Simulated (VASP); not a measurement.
VASP ran on this input.

### KPOINTS
```
kpoints
0
Gamma
7 7 7
0 0 0
```

### POSCAR
```
CuI
1
    3.6617665566     0.0000000000    -0.0000000000
    0.0000000000     3.6617665566    -0.0000000000
    0.0000000000     0.0000000000     3.6617665566
Cu I
1 1
Direct
  0.0000000000   0.0000000000   0.0000000000
  0.5000000000   0.5000000000   0.5000000000
```

**INCAR**
```
SYSTEM=CuI
PREC=Accurate; ENCUT=400; LREAL=.FALSE.
LASPH=.TRUE.
EDIFF=1E-6; NELM=100; ALGO=Normal
LMAXMIX=4; LMIXTAU=.TRUE.
ISMEAR=0; SIGMA=0.05
METAGGA=R2SCAN
IBRION=2; NSW=60; ISIF=3
EDIFFG=-0.01
LWAVE=.FALSE.; LCHARG=.FALSE.
```

POTCAR, in this order: Cu I (PBE.64 set). Program: vasp_std.

### Question
Write an equivalent input for Ansatz.

### Answer
One equivalent input (not run):
Ansatz 0.2 input:
```yaml
crystal:
  lattice:
    - [3.6617666, 0.0000000, 0.0000000]
    - [0.0000000, 3.6617666, 0.0000000]
    - [0.0000000, 0.0000000, 3.6617666]
  atoms:
    - { symbol: Cu, position: [0.0000000, 0.0000000, 0.0000000] }
    - { symbol: I, position: [0.5000000, 0.5000000, 0.5000000] }
kpoints:
  mp_grid: { grid: [7, 7, 7] }
hamiltonian:
  xc: r2scan
  pseudopotentials: { kind: paw }
scf:
  occupations: { method: gaussian, width: 0.05 }
  max_iter: 100
relax:
  max_steps: 60
  f_tol: 0.01
  cell: {}
output: { forces: true, stress: true, eigenvalues: true }
```
Limits of the translation: each code has its own PAW files, so the cut-off isn't converted (ENCUT is set for VASP's; basis.ecutwfc is left out, and Ansatz then takes the one that its files recommend); Ansatz stops its SCF on the density residual and VASP on the energy change (EDIFF).

The structure was generated: CuI was put into the CsCl type type (Pm-3m), which need not be its known phase. This run relaxes it. Symmetry was kept, so distortions that lower it aren't found. The start is the result of an earlier pass.
